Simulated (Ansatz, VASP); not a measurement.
**HfCl7 in VASP and in Ansatz**

```
CELL_PARAMETERS angstrom
0.00000 4.28836 4.28836
4.28836 0.00000 4.28836
4.28836 4.28836 0.00000
ATOMIC_POSITIONS crystal
Hf 0.00000 0.00000 0.00000
Cl 0.50000 0.00000 0.00000
Cl 0.00000 0.50000 0.50000
Cl 0.00000 0.50000 0.00000
Cl 0.50000 0.00000 0.50000
Cl 0.00000 0.00000 0.50000
Cl 0.50000 0.50000 0.00000
Cl 0.50000 0.50000 0.50000
```

Change from the starting cell: species swapped into the MgPt7 type (Fm-3m, No. 225).

Alike in both runs: functional PBE; k mesh 8 × 8 × 8; occupations gaussian, width 0.1 eV; no spin polarisation.

Ansatz relaxed the structure, and its values are those at the end. VASP's run is a single point on that final structure, the one shown.

```csv
,VASP,Ansatz
version,VASP 6.6.1,Ansatz 0.2.0
potentials or method,"VASP PAW PBE potentials, release 64 (Hf_pv, Cl)","scalar-relativistic, plane waves, PAW"
plane-wave cutoff (eV),520,420
valence electrons in the cell,59,75
```

Ansatz gave:

- gap on the k mesh at the Fermi level (eV): none
- pressure (GPa): 0.0

Problem. Estimate VASP's values.

Solution. gap on the k mesh at the Fermi level (eV): none; pressure (GPa): -0.3.

A gap of «none» marks a metal or a gap that the smearing closes. The two sets of potentials don't hold the same shells in valence.

Caveats: an odd number of electrons without spin polarisation forces a metal; a magnetic or distorted state may lie lower. Spin-orbit coupling is left out, which matters for the levels of Hf.
